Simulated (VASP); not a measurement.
```yaml
crystal:
  lattice:
    - [4.52432, 0.00000, 0.00000]
    - [0.00000, 4.52432, 0.00000]
    - [0.00000, 0.00000, 6.33934]
  atoms:
    - { symbol: Mg, position: [0.50000, 0.50000, 0.50000] }
    - { symbol: Cd, position: [0.00000, 0.00000, 0.00000] }
    - { symbol: Te, position: [0.00000, 0.50000, 0.25431] }
    - { symbol: Te, position: [0.50000, 0.00000, 0.74569] }
```

All values below come from LDA (Ceperley-Alder, Perdew-Zunger), VASP's LDA PAW potentials (set 64) (plane waves; VASP). Run with 400 eV cut-off, 6×6×4 Γ-centred mesh, tetrahedra with Blöchl corrections, potentials Mg Cd Te.

The cores are frozen, which limits the accuracy of field gradients.

### Question
Give the principal components of the electric field gradient (V/Å²) and the asymmetry η at each nucleus.

### Answer

```csv
atom,Vxx,Vyy,Vzz,η
Mg1,-0.6,-0.6,1.2,0.00
Cd2,0.7,0.7,-1.3,0.00
Te3,105.5,3.5,-109.0,0.94
Te4,105.5,3.5,-109.0,0.94
```

The structure comes from a computed database's MgCdTe2 entry (P-4m2); how it stands against other phases isn't given here. It was relaxed first, which changed the volume by -6 %.
